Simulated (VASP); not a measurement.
```
CELL_PARAMETERS angstrom
     -2.61389     2.61389     5.82228
      2.61389    -2.61389     5.82228
      2.61389     2.61389    -5.82228
ATOMIC_POSITIONS crystal
  Sr 0.50000 0.50000 0.00000
  Sr 0.75000 0.25000 0.50000
  Sr 0.25000 0.75000 0.50000
  Ru 0.00000 0.00000 0.00000
```

The numbers are results of PBE GGA, VASP's PBE PAW potentials (set 64) (plane waves; VASP 6.6.1), not measurements. Run with 300 eV cut-off, 4×4×4 Γ-centred mesh, Fermi-Dirac smearing of 0.050 eV, potentials Sr_sv Ru_pv.

At this cut-off the stress carries a Pulay error, which pulls relaxed volumes low. Energy and stress use the plane-wave basis of the starting cell.

Problem. The ions, cell shape and volume are relaxed. Predict the relaxed structure.

Solution. 
```
CELL_PARAMETERS angstrom
     -2.64161     2.64161     4.57922
      2.64161    -2.64161     4.57922
      2.64161     2.64161    -4.57922
ATOMIC_POSITIONS crystal
  Sr 0.50000 0.50000 0.00000
  Sr 0.75000 0.25000 0.50000
  Sr 0.25000 0.75000 0.50000
  Ru 0.00000 0.00000 0.00000
```
Space group I4/mmm (139), at a tolerance of 0.03 Å.

Problem. How do energy and volume change from the first to the last step?

Solution. The energy (σ→0) changes by -154.8 meV/atom and the volume by -19.7 %, in 10 ionic steps.

The structure was generated: Sr3Ru was put into an ordered model structure, which need not be its known phase. This run relaxes it. Symmetry was kept, so distortions that lower it aren't found. The k-mesh is coarse (spacing up to 0.42 per Å, 2π included), so the numbers may not be converged in it. The run is one of a series of settings (EDIFFG = -0.01, IBRION = 2, ISIF = 3, NSW = 50 against the base run), some of them coarse on purpose.
